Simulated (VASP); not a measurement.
**AgI (zinc blende): computed properties**

Calculation: PBEsol GGA, VASP's PBE PAW potentials (set 64) (plane waves; VASP 6.6.1).

| Property | Result |
|---|---|
| space group | F-43m (216) |
| cell | a = 6.442 Å, b = 6.442 Å, c = 6.442 Å, α = 90.00°, β = 90.00°, γ = 90.00° |
| volume per atom | 33.41 Å^3/atom |
| band gap (over mesh and band path) | 1.20 eV |
| smallest direct gap (over mesh and band path) | 1.20 eV |
| Hill bulk modulus | 34.6 GPa |
| Hill shear modulus | 6.3 GPa |
| Poisson's ratio | 0.414 |
| band-edge character without spin-orbit coupling | direct, Γ to Γ |
| band gap with spin-orbit coupling | 0.97 eV |
| density | 5.83 g/cm³ |
| C11 | 39.1 GPa |
| C12 | 32.4 GPa |
| C44 | 9.6 GPa |

AgI is modelled in the cubic space group F-43m (No. 216), the zinc blende structure, Pearson symbol cF8. Conventional cell: a = 6.442 Å, b = 6.442 Å, c = 6.442 Å, α = 90.00°, β = 90.00°, γ = 90.00°. Ag on 4a is surrounded by 4 I at 2.789 Å (tetrahedral). I on 4d sees 4 Ag at 2.789 Å (tetrahedral). (Neighbours: up to the widest gap in distance over summed covalent radii, below 1.35, at either atom; cation-cation and far metal-metal contacts left out.)
(The calculation used a cell of 2 atoms; values per cell refer to that cell.)

Unless said otherwise, spin-orbit coupling is left out, though it shifts the bands of the heavy elements here.

The compound is AgI in the zinc blende structure, whereas wurtzite is the usual form. It was relaxed first. Symmetry was kept, so distortions that lower it aren't found.
